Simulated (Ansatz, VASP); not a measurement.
## One calculation of TaBi, two programs

The input INCAR:

```
PREC = Accurate ; ENCUT = 520
EDIFF = 1E-6 ; ISMEAR = -1
SIGMA = 0.05 ; LREAL = F
LASPH = T ; NELM = 80
ALGO = Normal ; ISIF = 2
LWAVE = F ; LCHARG = F
GGA = CA ; NBANDS = 20
```

File KPOINTS:

```
Automatic mesh
0
Gamma
  11 11 11
```

The input POSCAR:

```
TaBi
1.0
    2.7670596244      0.0000000000      0.0000000000
    0.0000000000      2.7670596244      0.0000000000
    0.0000000000      0.0000000000      2.7670596244
Ta Bi
1 1
Direct
    0.0000000000      0.0000000000      0.0000000000
    0.5000000000      0.5000000000      0.5000000000
```

Input for Ansatz:

```yaml
crystal:
  lattice:
    - [2.7670596244, 0.0, 0.0]
    - [0.0, 2.7670596244, 0.0]
    - [0.0, 0.0, 2.7670596244]
  atoms:
    - { symbol: Ta, position: [0.0, 0.0, 0.0] }
    - { symbol: Bi, position: [0.5, 0.5, 0.5] }
kpoints:
  mp_grid: { grid: [11, 11, 11] }
  band_path:
    path:
      - [0.0, 0.0, 0.0]
      - [0.0, 0.5, 0.0]
      - [0.5, 0.5, 0.0]
      - [0.0, 0.0, 0.0]
      - [0.5, 0.5, 0.5]
      - [0.0, 0.5, 0.0]
      - [0.5, 0.5, 0.5]
      - [0.5, 0.5, 0.0]
    npoints: 8
scf:
  occupations: { method: fermi_dirac, width: 0.05 }
hamiltonian:
  xc: lda
  pseudopotentials: { kind: all_electron, lapw: { basis_error: 0.001 } }
output:
  forces: true
  stress: true
  eigenvalues: true
  populations: true
  dos: { projected: true, de: 0.2, e_range: [-14, 8] }
```

Change from the starting cell: volume scaled by 0.52, LAPW.

Alike in both runs: task single point; functional LDA; k mesh 11 × 11 × 11; occupations fermi-dirac, width 0.05 eV; no spin polarisation.

|  | VASP | Ansatz |
| --- | --- | --- |
| version | VASP 6.6.1 | Ansatz 0.2.0 |
| potentials or method | VASP PAW LDA potentials, release 64 (Ta_pv, Bi_d) | all-electron LAPW, scalar-relativistic |
| plane-wave cutoff (eV) | 520 | see its input |

```tsv
	VASP	Ansatz	Ansatz less VASP
pressure (GPa)	423.7	411.1	-12.63
```

Ansatz ran all-electron here, so the differences hold the error of VASP's frozen core and of both bases.

Caveats: the cell as given lies far from equilibrium; so large a pressure means that the cell lies far from this level's equilibrium, or that cutoff or potentials fall short (VASP); spin-orbit coupling is left out, which moves the levels of the heavy elements.
